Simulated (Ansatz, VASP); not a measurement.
# GaReSi: VASP beside Ansatz

```
Ga Si Re
1.0
     3.19420    0.00000    0.00000
     0.00000    3.19420    0.00000
     0.00000    0.00000    8.05400
Ga Si Re
2 2 2
Direct
  0.50000 0.00000 0.91460
  0.00000 0.50000 0.08540
  0.00000 0.50000 0.41520
  0.50000 0.00000 0.58480
  0.00000 0.50000 0.73063
  0.50000 0.00000 0.26937
```

Alike in both runs: task single point; functional PBE; k mesh 6 × 6 × 2; occupations gaussian, width 0.1 eV; no spin polarisation.

|  | VASP | Ansatz |
| --- | --- | --- |
| version | VASP 6.6.1 | Ansatz 0.2.0 |
| potentials or method | VASP PAW PBE potentials, release 64 (Ga_d, Si, Re) | scalar-relativistic, plane waves, PAW |
| plane-wave cutoff (eV) | 520 | 420 |
| valence electrons in the cell | 48 | 64 |

VASP gave:

| Property | Result |
| --- | --- |
| gap on the k mesh at the Fermi level (eV) | 0.25 |
| least direct gap on the mesh (eV) | 0.86 |
| pressure (GPa) | 3.9 |
| largest component of the traceless stress (GPa) | 0.38 |
| rms of the force components (eV/Å) | 0.072 |

Q: Which values does Ansatz return?

A: gap on the k mesh at the Fermi level (eV): 0.22; least direct gap on the mesh (eV): 0.83; pressure (GPa): 3.6; largest component of the traceless stress (GPa): 0.39; rms of the force components (eV/Å): 0.069.

Atom by atom the forces differ by 0.004 eV/Å (rms over components). The two sets of potentials don't hold the same shells in valence.

Caveats: spin-orbit coupling is left out, which moves the levels of the heavy elements.
